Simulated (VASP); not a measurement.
The system is ScSi2.

```xyz
3
Lattice="3.7082 0.0000 0.0000 -1.8541 3.2114 0.0000 0.0000 0.0000 3.9209" Properties=species:S:1:pos:R:3 pbc="T T T"
Sc    0.0000    0.0000    0.0000
Si    1.8541    1.0705    1.9605
Si    0.0000    2.1409    1.9605
```

The cell isn't the ideal one: volume scaled by 1.04.

| Quantity | Value |
| --- | --- |
| Program | VASP 6.6.1 |
| Task | relaxation of cell and atoms |
| Functional | RPBE |
| Dispersion | D3 |
| Potentials or basis | VASP PAW PBE potentials, release 64 (Sc_sv, Si) |
| Cutoff | 580 eV |
| k mesh | 8 × 8 × 7 |
| Occupations | tetrahedron |
| Spin | no spin polarisation |

At the start: pressure 16.5 GPa; volume 15.56 Å³/atom.

Task: Where does the relaxation end?

Result: Over 11 steps the energy falls by 193.3 meV/atom and the volume is 16.73 Å³/atom (+7.5 %); space group P6/mmm (No. 191, to 0.05 Å).

Step by step:
```
step  energy change (eV)  largest force (eV/Å)  pressure (GPa)  volume (Å³)
   1              0.0000                0.0000           16.47        46.69
   2             -0.0329                0.0000           -9.49        57.99
   3             -0.4628                0.0000            0.99        51.26
   4             -0.4943                0.0000           -4.03        53.62
   5             -0.4977                0.0000           -2.90        53.02
   6             -0.5604                0.0000           -1.10        51.36
   7             -0.5692                0.0000            1.91        48.99
   8             -0.5793                0.0000            0.82        49.87
   9             -0.5788                0.0000           -0.39        50.36
  10             -0.5800                0.0000            0.33        50.04
  11             -0.5799                0.0000           -0.01        50.18
```

Final structure:
```xyz
3
Lattice="4.0109 0.0000 0.0000 -2.0055 3.4736 0.0000 0.0000 0.0000 3.6019" Properties=species:S:1:pos:R:3 pbc="T T T"
Sc   -2.0055    3.4736    0.0000
Si    2.0055    1.1579    1.8009
Si    0.0000    2.3157    1.8009
```

Caveat: the PAW data sets were made with another functional, which shifts forces and pressure a little; pairwise dispersion overbinds metals, which lowers pressure and volume; tetrahedron occupations give inexact forces and stress in metals.
